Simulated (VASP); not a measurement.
An input for Ansatz (written as the equivalent of a VASP run, and not itself run):

Ansatz 0.2 input:
```yaml
crystal:
  lattice:
    - [0.0000000, 1.9846462, 1.9846462]
    - [1.9846462, 0.0000000, 1.9846462]
    - [1.9846462, 1.9846462, 0.0000000]
  atoms:
    - { symbol: Li, position: [0.0000000, 0.0000000, 0.0000000] }
    - { symbol: F, position: [0.5000000, 0.5000000, 0.5000000] }
kpoints:
  mp_grid: { grid: [10, 10, 10] }
hamiltonian:
  xc: pbe
  pseudopotentials: { kind: paw }
scf:
  occupations: { method: gaussian, width: 0.05 }
  max_iter: 100
relax:
  max_steps: 40
  f_tol: 0.01
  cell: { p_target: 5 }
output: { forces: true, stress: true, eigenvalues: true }
```

**Question.** Write the VASP files for the same calculation (PBE).

**Answer.** This is not unique; one that fits is 
### POSCAR
```
LiF
1
    0.0000000000     1.9846462218     1.9846462218
    1.9846462218     0.0000000000     1.9846462218
    1.9846462218     1.9846462218     0.0000000000
Li F
1 1
Direct
  0.0000000000   0.0000000000   0.0000000000
  0.5000000000   0.5000000000   0.5000000000
```

INCAR:
```
SYSTEM = LiF
PREC = Accurate
ENCUT = 600
EDIFF = 1E-7
NELM = 100
ALGO = Normal
LREAL = .FALSE.
LASPH = .TRUE.
ISMEAR = 0
SIGMA = 0.05
GGA = PE
LWAVE = .FALSE.
LCHARG = .FALSE.
ISIF = 3
IBRION = 2
NSW = 40
EDIFFG = -0.01
PSTRESS = 50
```

KPOINTS:
```
Regular mesh
0
Gamma
 10 10 10
0 0 0
```

POTCAR, in this order: Li_sv F (PBE.64 set). Program: vasp_std.

What does not carry over: each code has its own PAW files, so the cut-off isn't converted (ENCUT is set for VASP's; basis.ecutwfc is left out, and Ansatz then takes the one that its files recommend); Ansatz stops its SCF on the density residual and VASP on the energy change (EDIFF).

The compound is LiF in the rock salt structure. It was relaxed first under an external pressure of 5 GPa.
